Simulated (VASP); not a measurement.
```
Ca
1.0
    0.00000     2.79000     2.79000
    2.79000     0.00000     2.79000
    2.79000     2.79000     0.00000
Ca
1
Cartesian
  0.00000   0.00000   0.00000
```

The numbers are results of PBE GGA, VASP's PBE PAW potentials (set 64) (plane waves; VASP 6.6.1), not measurements. Numerical set-up: 300 eV cut-off, 10×10×10 Γ-centred mesh, Gaussian smearing of 0.050 eV, potentials Ca_sv.

### Question
Give the energies of bands 5 to 8 at the high-symmetry points, in eV from the Fermi level.

### Answer

| band | Γ | X | U | L | W |
|---|---|---|---|---|---|
| 5 | -3.99 | -0.45 | 0.02 | -1.00 | 0.19 |
| 6 | 2.27 | 0.56 | 0.39 | -0.21 | 0.66 |
| 7 | 2.27 | 0.89 | 0.77 | 2.16 | 0.66 |
| 8 | 2.27 | 3.96 | 3.16 | 2.16 | 2.47 |

It has no gap at this level: it comes out as a metal or semimetal.

The structure is a typed Ca crystal. The cell was not relaxed at this level.
